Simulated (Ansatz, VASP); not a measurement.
**Al3Ge2As3 in two plane-wave programs**

Wanted: the spread between two codes on one cell, functional and k mesh. The cell is generated by rule, not measured, and may not be a known phase. The cell is taken from a series of runs on this material, whose earlier steps may have relaxed, scaled, displaced or heated it; both programs get it as it stands.

Method: plane waves, with VASP 6.6.1 beside it; single point at LDA, in Ansatz 0.2.0.

The structure was built from a prototype and need not be the compound's stable phase.

### Step 1. The structure

The structure is orthorhombic, space group Pmm2 (No. 25). The conventional cell has a = 4.002 Å, b = 4.002 Å, c = 11.320 Å, α = 90.00°, β = 90.00°, γ = 90.00°. Nearest to Al lie 2 Ge at 2.45 Å and 2 As at 2.45 Å. Nearest to Al lie 4 As at 2.45 Å. Al has 4 As at 2.45 Å nearest. As has 4 Al at 2.45 Å nearest. Nearest to As lie 4 Al at 2.45 Å. Nearest to As lie 2 Al at 2.45 Å and 2 Ge at 2.45 Å. Farther neighbours are not listed.

### Step 2. Ansatz: single point, LDA

Ansatz runs on its default PAW (the set named soft_2) files.

With cell and atoms fixed, the geometry can't cause a difference; cores, projectors, grids and the points listed under the comparison can.

Contents of input.yaml:

```yaml
crystal:
  lattice:
    - [2.83, 2.83, 0.0]
    - [-2.83, 2.83, 0.0]
    - [0.0, 0.0, 11.32]
  atoms:
    - { symbol: Al, position: [0.0, 0.0, 0.0] }
    - { symbol: Al, position: [0.5, 0.5, 0.25] }
    - { symbol: Al, position: [0.0, 0.0, 0.5] }
    - { symbol: As, position: [0.5, 0.0, 0.125] }
    - { symbol: As, position: [1.0, 0.5, 0.375] }
    - { symbol: As, position: [0.5, 0.0, 0.625] }
    - { symbol: Ge, position: [0.5, 0.5, 0.75] }
    - { symbol: Ge, position: [1.0, 0.5, 0.875] }
kpoints:
  mp_grid: { grid: [4, 4, 2] }
hamiltonian:
  xc: lda
scf:
  occupations: { method: gaussian, width: 0.1 }
output:
  forces: true
  stress: true
  eigenvalues: true
```

Started as:

```sh
> ansatz run input.yaml --threads 8 --pin off --max-ram 14336MiB --backend cpu --events-out ev --progress --plain --runs-dir out
```

Numbers of over 12 decimals in the logs are rounded to 6 here.

The program printed:

```text
Engine: ansatz 0.2.0, aarch64-unknown-linux-gnu
Pseudopotentials: kind: paw
Pseudopotential: Al, paw, valence charge 3, recommended cutoff 420 eV (normal), Al.paw.azcp
Pseudopotential: As, paw, valence charge 15, recommended cutoff 420 eV (normal), As.paw.azcp
Pseudopotential: Ge, paw, valence charge 14, recommended cutoff 420 eV (normal), Ge.paw.azcp
Functional definition: SPW92
  exchange = slater_x
  correlation = pw_c
Crystal: 8 atoms, lattice volume = 181.321 Å³
Basis set: ecut = 420 eV, 3549 PW (Γ)
Bands: 50, of which v1, the nominal top of the filled ones, is band 41 counted from 1 (40 counted from 0)
Symmetry: 4 space group operations
Space group: Pmm2 (ITA 25), of the structure as read, at distance tolerance 5.7e-5 Å
k-points: 18 of 32
Non-local potential: Al, projectors of the file, l = 0: 2, l = 1: 2, l = 2: 1
Non-local potential: As, projectors of the file, l = 0: 2, l = 1: 2, l = 2: 3, l = 3: 1
Non-local potential: Ge, projectors of the file, l = 0: 2, l = 1: 2, l = 2: 3, l = 3: 1
PAW form: soft (Blöchl's): semilocal exchange-correlation on the pseudo side does not see the compensation charge
PAW frozen core: Al, regenerated for the run's functional, and the local potential with it (the file was generated under x = pbe(κ = 0.804, μ = 0.219515), c = pbe(β = 0.066725))
PAW frozen core: As, regenerated for the run's functional, and the local potential with it (the file was generated under x = pbe(κ = 0.804, μ = 0.219515), c = pbe(β = 0.066725))
PAW frozen core: Ge, regenerated for the run's functional, and the local potential with it (the file was generated under x = pbe(κ = 0.804, μ = 0.219515), c = pbe(β = 0.066725))
PAW one-centre angular grid: Al, 110 points (default); XC on 64 Gauss nodes
PAW one-centre angular grid: As, 590 points (default); XC on 64 Gauss nodes
PAW one-centre angular grid: Ge, 590 points (default); XC on 64 Gauss nodes
Initial density: superposition of atomic densities (neutral atoms: chi_scale 0, normalization atom), corrected by the library's trained network
Initial wavefunctions: pseudopotential atomic-orbital guess
Functional: x = slater, c = lda
SCF iter   1: F=—  HF=-24292.996795 eV  |F-HF|=—  |Δ(HF+E_count)|=         —  Δρ=4.34e-3  dr2=4.44e-2  ethr=1.77e-3  ⟨swp⟩=6.4  Hψ=3488  notcnv=0
preconditioner: auto → LDOS  [metal: Δε(μ)=0.014 eV  Ē_g=8.459 eV  σ=0.100 eV  W_gap=0.08  n_scr=48 (ndim 8)  ℏωp=15.6 eV  f_vac=0.014  D(μ)=1.96/eV (n_scr^D=4)  β→1.0]
SCF iter   2: F=—  HF=-24292.989370 eV  |F-HF|=—  |Δ(HF+E_count)|=   7.43e-3  Δρ=1.50e-3  dr2=2.24e-2  ethr=5.41e-5  ⟨swp⟩=2.1  Hψ=1543  notcnv=0  defer=29
SCF iter   3: F=—  HF=-24292.985956 eV  |F-HF|=—  |Δ(HF+E_count)|=   3.41e-3  Δρ=6.98e-4  dr2=6.14e-3  ethr=2.73e-5  ⟨swp⟩=2.0  Hψ=1116  notcnv=0  defer=22
automatic band count: iteration 3 solves 49 bands in place of 50: the levels show a gap, and the empty bands left out lie too high to hold charge; the band table lists the bands solved (type scf.n_extra_bands for more)
SCF iter   4: F=—  HF=-24292.985066 eV  |F-HF|=—  |Δ(HF+E_count)|=   8.90e-4  Δρ=2.84e-4  dr2=5.79e-4  ethr=7.49e-6  ⟨swp⟩=2.0  Hψ=966  notcnv=0  defer=22
SCF iter   5: F=—  HF=-24292.984972 eV  |F-HF|=—  |Δ(HF+E_count)|=   9.48e-5  Δρ=1.40e-4  dr2=7.00e-5  ethr=7.06e-7  ⟨swp⟩=2.1  Hψ=1023  notcnv=0  defer=22
SCF iter   6: F=—  HF=-24292.984967 eV  |F-HF|=—  |Δ(HF+E_count)|=   4.74e-6  Δρ=6.42e-5  dr2=1.62e-5  ethr=8.53e-8  ⟨swp⟩=2.0  Hψ=1152  notcnv=0  defer=1
SCF iter   7: F=—  HF=-24292.984964 eV  |F-HF|=—  |Δ(HF+E_count)|=   3.21e-6  Δρ=2.19e-5  dr2=1.15e-6  ethr=1.98e-8  ⟨swp⟩=2.0  Hψ=1219  notcnv=0  defer=1
SCF iter   8: F=-24292.984963 eV  HF=-24292.984963 eV  |F-HF|=4.87e-8  |Δ(HF+E_count)|=   1.71e-7  Δρ=5.22e-6  dr2=5.89e-8  ethr=1.22e-10  ⟨swp⟩=7.4  Hψ=3822  notcnv=0
SCF 1 converged in 8 iterations: F = -24292.984963 eV  dr2 = 5.89e-8
  greatest PAW one-centre occupation: 0.999 electrons in one spin orbital (limit 2), on the As atom at site 5 (counted from 0), in its partial waves of l = 2
SCF converged after 8 iterations
Free energy (F): -24292.984963 eV
Harris-Foulkes:  -24292.984963 eV  (|F-HF|=4.87e-8)
Internal energy: -24292.974604 eV  (E = F + TS)
E sigma→0 (E₀):  -24292.979784 eV
Entropy (-TS):   -0.010359 eV (-1.295 meV/atom)
Fermi energy:    7.248800 eV
--- Per-component energies (eV) ---
  E_band       = -1139.035744
  E_kinetic    = 606.559639
  E_local      = -12200.563641  (includes V_loc(G=0)·N_el)
  E_nonlocal   = -1118.997894
  E_hartree    = 5999.402861
  E_xc         = -505.783472
  E_vxc        = -457.610172  (∫ρ·V_xc dr)
  E_paw        = -10474.811116  (= ΣΔE_a)
  E_vpaw       = 32.779183  (= ΣTr[D̂ρ^β])
  E_aug_tail   = 0.000639  (compensation charges beyond the density's cutoff)
  E_ewald      = -6608.991113
  E_core_change = 10.209492  (= ΣΔE_core)
  E_smearing   = -0.010359  (= −TS)
  E_closure    = -0.000000  (closes the sum)
  Σ components = -24292.984963   (vs F -24292.984963, Δ=0.00e0)
--- Forces (eV/Å), atoms counted from 1 ---
  atom   1  Al     0.00000000     0.00000000    -0.15052339
  atom   2  Al    -0.00000000    -0.00000000    -0.13686632
  atom   3  Al    -0.00000000     0.00000000    -0.15280868
  atom   4  As     0.00000000     0.00000000     0.15935231
  atom   5  As    -0.00000000     0.00000000     0.18650003
  atom   6  As     0.00000000     0.00000000    -0.42975838
  atom   7  Ge    -0.00000000    -0.00000000     0.71383468
  atom   8  Ge     0.00000000    -0.00000000    -0.18977424
  max |Σ_I F_I| component: 4.40e-5 eV/Å
--- Stress (GPa, compression-positive) ---
        0.074373      -0.493687       0.000000
       -0.493687       0.074373       0.000000
        0.000000       0.000000      -1.196603
  P = ⅓ Tr σ = -0.3493 GPa (-3.493 kbar)
--- Band table (eV; the first three rows and the last of 18) ---
  k-point 0: bands = [... 37 lower, 5.4751, 6.5839, 6.7544, 7.2349, 7.2427, 7.8501, 8.5945, 8.7388, ... 4 higher]
  k-point 1: bands = [... 37 lower, 5.7294, 5.8508, 6.4228, 6.9975, 7.6389, 7.8477, 8.6459, 9.0336, ... 4 higher]
  k-point 2: bands = [... 37 lower, 5.3702, 5.5957, 5.5990, 6.5226, 8.3612, 8.9090, 9.6150, 9.6712, ... 4 higher]
  k-point 17: bands = [... 37 lower, 3.8020, 4.0070, 4.3849, 4.4829, 8.5492, 8.8193, 9.0157, 9.0707, ... 4 higher]
```

Reading the cycles: dr2 is the Hartree energy of the density residual (eV), the measure of convergence; HF is the Harris–Foulkes estimate of the energy, which meets the free energy F at convergence.

The run ends at a pressure of -0.35 GPa, with forces up to 0.71 eV/Å.

### Step 3. VASP: single point, LDA

The same cell, functional (in two slightly different forms), mesh and smearing now go to VASP, with its own data sets.

Lines of VASP's logs that name or quote its potential files are left out, and so is its time.

Contents of INCAR:

```
SYSTEM = Al3Ge2As3
PREC = Accurate
ENCUT = 500
EDIFF = 1E-06
NELM = 120
ISMEAR = 0
SIGMA = 0.1
LREAL = .FALSE.
ALGO = Normal
GGA = PW92
NBANDS = 34
LORBIT = 11
LWAVE = .FALSE.
LCHARG = .FALSE.
ISIF = 2
LASPH = .TRUE.
GGA_COMPAT = .FALSE.
KPAR = 2
```

Contents of POSCAR:

```
Al3Ge2As3
1.0
    2.8300000000      2.8300000000      0.0000000000
   -2.8300000000      2.8300000000      0.0000000000
    0.0000000000      0.0000000000     11.3200000000
Al As Ge
3 3 2
Direct
    0.0000000000      0.0000000000      0.0000000000
    0.5000000000      0.5000000000      0.2500000000
    0.0000000000      0.0000000000      0.5000000000
    0.5000000000      0.0000000000      0.1250000000
    0.0000000000      0.5000000000      0.3750000000
    0.5000000000      0.0000000000      0.6250000000
    0.5000000000      0.5000000000      0.7500000000
    0.0000000000      0.5000000000      0.8750000000
```

Contents of KPOINTS:

```
Automatic mesh
0
Gamma
4 4 2
0 0 0
```

Potentials, in the order of the species: Al, As and Ge_d (LDA family, release 64).

Started as:

```sh
> mpirun -np 2 vasp_std
```

The program printed:

```text
[banner, memory and clock lines left out]
running    2 mpi-ranks, on    1 nodes
 distrk:  each k-point on    1 cores,    2 groups
 distr:  one band on    1 cores,    1 groups

 POSCAR found type information on POSCAR AlAsGe
 POSCAR found :  3 types and       8 ions
|                                                                             |
|               ----> ADVICE to this user running VASP <----                  |
|                                                                             |
|     You enforced a specific xc type in the INCAR file but a different       |
|     [... a line on the potential file left out ...]
|     I HOPE YOU KNOW WHAT YOU ARE DOING!                                     |
|                                                                             |

 LDA part: xc-table for (Slater(with rela. corr.)+PW92), standard interpolation
 POSCAR, INCAR and KPOINTS ok, starting setup
 FFT: planning ... GRIDC
 FFT: planning ... GRID_SOFT
 FFT: planning ... GRID
 WAVECAR not read
 entering main loop
       N       E                     dE             d eps       ncg     rms          rms(c)
DAV:   1     0.405480141640E+03    0.40548E+03   -0.22531E+04  1512   0.226E+03
DAV:   2     0.306790324050E+02   -0.37480E+03   -0.35964E+03  1264   0.636E+02
DAV:   3    -0.381930735136E+02   -0.68872E+02   -0.67490E+02  1402   0.160E+02
DAV:   4    -0.421083689920E+02   -0.39153E+01   -0.38986E+01  1520   0.456E+01
DAV:   5    -0.422066552519E+02   -0.98286E-01   -0.98184E-01  1548   0.737E+00    0.682E+00
DAV:   6    -0.412232847770E+02    0.98337E+00   -0.11354E+00  1578   0.191E+01    0.387E+00
DAV:   7    -0.410074546487E+02    0.21583E+00   -0.10429E+00  1582   0.465E+00    0.113E+00
DAV:   8    -0.409953168440E+02    0.12138E-01   -0.16176E-01  1576   0.463E+00    0.406E-01
DAV:   9    -0.409897083639E+02    0.56085E-02   -0.29002E-02  1592   0.310E+00    0.141E-01
DAV:  10    -0.409900366013E+02   -0.32824E-03   -0.44177E-03  1526   0.395E-01    0.988E-02
DAV:  11    -0.409899535880E+02    0.83013E-04   -0.38957E-04  1680   0.249E-01    0.405E-02
DAV:  12    -0.409899683216E+02   -0.14734E-04   -0.11690E-04  1776   0.749E-02    0.129E-02
DAV:  13    -0.409899696344E+02   -0.13128E-05   -0.10731E-05  1532   0.268E-02    0.489E-03
DAV:  14    -0.409899690815E+02    0.55290E-06   -0.19582E-06  1086   0.174E-02
   1 F= -.40989969E+02 E0= -.40984848E+02  d E =-.102424E-01
```

From OUTCAR (step 3):

```text
ion  position               nearest neighbor table
   1  0.000  0.000  0.000-   4 2.45   8 2.45   8 2.45   4 2.45
   2  0.500  0.500  0.250-   4 2.45   5 2.45   4 2.45   5 2.45
   3  0.000  0.000  0.500-   5 2.45   6 2.45   5 2.45   6 2.45
   4  0.500  0.000  0.125-   1 2.45   2 2.45   2 2.45   1 2.45
   5  0.000  0.500  0.375-   2 2.45   3 2.45   3 2.45   2 2.45
   6  0.500  0.000  0.625-   3 2.45   7 2.45   7 2.45   3 2.45
   7  0.500  0.500  0.750-   6 2.45   8 2.45   6 2.45   8 2.45
   8  0.000  0.500  0.875-   1 2.45   7 2.45   1 2.45   7 2.45

  LATTYP: Found a simple tetragonal cell.
 ALAT       =     4.0022243815
 C/A-ratio  =     2.8284271247

 Subroutine GETGRP returns: Found  4 space group operations
 (whereof  4 operations were pure point group operations)

The static configuration has the point symmetry C_2v.

 Found     18 irreducible k-points:

   k-points           NKPTS =     18   k-points in BZ     NKDIM =     18   number of bands    NBANDS=     34

   dimension x,y,z NGX =    30 NGY =   30 NGZ =   84
   dimension x,y,z NGXF=    60 NGYF=   60 NGZF=  168

   ENCUT  =  500.0 eV  36.75 Ry    6.06 a.u.   7.30  7.30 20.64*2*pi/ulx,y,z

   NELECT =      52.0000    total number of electrons

 k-points in reciprocal lattice and weights: Automatic mesh
   0.00000000  0.00000000  0.00000000       0.031
   0.25000000  0.00000000  0.00000000       0.062
   0.00000000  0.25000000  0.00000000       0.062
   0.50000000  0.00000000  0.00000000       0.031
   0.00000000  0.50000000  0.00000000       0.031
   0.25000000  0.25000000  0.00000000       0.125
   0.50000000  0.25000000  0.00000000       0.062
  -0.25000000  0.50000000  0.00000000       0.062
   0.50000000  0.50000000  0.00000000       0.031
[...]
-0.25000000  0.50000000  0.50000000       0.062
   0.50000000  0.50000000  0.50000000       0.031

 average (electrostatic) potential at core
       1 -73.8722       2 -74.3789       3 -74.5214       4 -52.8942       5 -53.0876
       6 -53.6081       7 -75.7564       8 -74.8381

 E-fermi :   4.6158

 k-point     1 :       0.0000    0.0000    0.0000
  band No.  band energies     occupation
    ...
     23       2.8381      2.00000
     24       3.9544      2.00000
     25       4.1198      2.00000
     26       4.6018      1.15773
     27       4.6154      1.00507
     28       5.2101      0.00000
     29       5.9572      0.00000
     30       6.1046      0.00000
     31       6.3781      0.00000
     32       7.4591      0.00000
    ...

 k-point     2 :       0.2500    0.0000    0.0000
  band No.  band energies     occupation
    ...
     22       2.3950      2.00000
     23       2.4364      2.00000
     24       2.9873      2.00000
     25       3.0240      2.00000
     26       4.5807      1.38061
     27       5.0916      0.00000
     28       6.2379      0.00000
     29       6.9211      0.00000
     30       7.6784      0.00000
     31       7.8177      0.00000
    ...

 k-point     3 :       0.0000    0.2500    0.0000
  band No.  band energies     occupation
    ...
     22       2.5481      2.00000
     23       2.7358      2.00000
     24       2.9587      2.00000
     25       2.9633      2.00000
     26       3.8863      2.00000
     27       5.7261      0.00000
     28       6.2801      0.00000
     29       6.9884      0.00000
     30       7.0415      0.00000
     31       7.5263      0.00000
    ...

  Total        0.3172503      0.3172503     -1.1201469     -0.5639441      0.0000000      0.0000000
  in kB        2.8032601      2.8032601     -9.8977456     -4.9830745      0.0000000      0.0000000
  external PRESSURE =      -1.4304085 kB  Pullay stress =       0.0000000 kB

  energy-cutoff  :      500.00
  volume of cell :      181.32
      direct lattice vectors                 reciprocal lattice vectors
     2.830000000  2.830000000  0.000000000     0.176678445  0.176678445  0.000000000
    -2.830000000  2.830000000  0.000000000    -0.176678445  0.176678445  0.000000000
     0.000000000  0.000000000 11.320000000     0.000000000  0.000000000  0.088339223

 POSITION                                       TOTAL-FORCE (eV/Angst)
 -----------------------------------------------------------------------------------
      0.00000      0.00000      0.00000         0.000000      0.000000     -0.174742
      0.00000      2.83000      2.83000         0.000000      0.000000     -0.137628
      0.00000      0.00000      5.66000         0.000000      0.000000     -0.151328
      1.41500      1.41500      1.41500         0.000000      0.000000      0.159000
     -1.41500      1.41500      4.24500         0.000000      0.000000      0.186662
      1.41500      1.41500      7.07500         0.000000      0.000000     -0.435028
      0.00000      2.83000      8.49000        -0.000000     -0.000000      0.734578
     -1.41500      1.41500      9.90500         0.000000      0.000000     -0.181513
 -----------------------------------------------------------------------------------
    total drift:                               -0.000000      0.000000      0.000769

  FREE ENERGIE OF THE ION-ELECTRON SYSTEM (eV)
  ---------------------------------------------------
  free  energy   TOTEN  =       -40.9899690815 eV

  energy  without entropy=      -40.9797266541  energy(sigma->0) =      -40.98484787

 total charge
# of ion       s       p       d       tot
------------------------------------------
    1        0.420   0.391   0.000   0.811
    2        0.412   0.374   0.000   0.786
    3        0.412   0.379   0.000   0.791
    4        1.204   1.687   0.025   2.915
    5        1.201   1.692   0.024   2.918
    6        1.220   1.619   0.035   2.874
    7        1.149   1.200  10.038  12.387
    8        1.141   1.343  10.003  12.486
--------------------------------------------------
tot          7.159   8.685  20.125  35.968

[... 3 further parts left out ...]
```

The k-mesh is coarse for a metal.

The run ends at a pressure of -0.14 GPa, with forces up to 0.73 eV/Å.

### Step 4. Comparison

Known differences besides the potentials themselves: the data sets hold 82 valence electrons in Ansatz (on its default PAW (the set named soft_2) files) and 52 in VASP; the cutoff is 420 eV in Ansatz and 500 eV in VASP; VASP's log shows a relativistic correction to its local exchange, Ansatz's none. Total energies have different zeros and are not compared.

Compared:

| quantity | Ansatz | VASP | difference |
| --- | --- | --- | --- |
| pressure (GPa) | -0.35 | -0.14 | -0.21 |

Forces (eV/Å; atoms numbered as in POSCAR):

```
atom        Ansatz x, y, z          VASP x, y, z
 Al1  0.000, 0.000, -0.151  0.000, 0.000, -0.175
 Al2  0.000, 0.000, -0.137  0.000, 0.000, -0.138
 Al3  0.000, 0.000, -0.153  0.000, 0.000, -0.151
 As4   0.000, 0.000, 0.159   0.000, 0.000, 0.159
 As5   0.000, 0.000, 0.187   0.000, 0.000, 0.187
 As6  0.000, 0.000, -0.430  0.000, 0.000, -0.435
 Ge7   0.000, 0.000, 0.714   0.000, 0.000, 0.735
 Ge8  0.000, 0.000, -0.190  0.000, 0.000, -0.182
```

The forces differ by 6.8 meV/Å r.m.s., which is 3.5 % of the r.m.s. force of 0.193 eV/Å (both taken over all components).

### Step 5. Outcome

| Property | Result |
| --- | --- |
| r.m.s. force difference (single point, LDA) | 6.8 meV/Å |

In words: The r.m.s. force difference is 6.8 meV/Å (single point, LDA), within the 12 meV/Å picked in this series as the mark of a large difference. The data sets hold unlike numbers of valence electrons (82 in Ansatz and 52 in VASP), so part of the differences comes from the potentials. How closely two codes agree says nothing of how well the functional describes the real material.

[Lines on the potential files, build, host, timing and source positions are cut from VASP's logs without a mark.]

[Logs are printed without paths, hosts, clocks, repeated set-up lines and the standing remarks that a program may print on its own settings, such as how far it seeks lower states.]

[Hosts, paths, dates, database ids (printed as entryN), source tags and the programs' standing remarks are cut or masked in the printed files.]
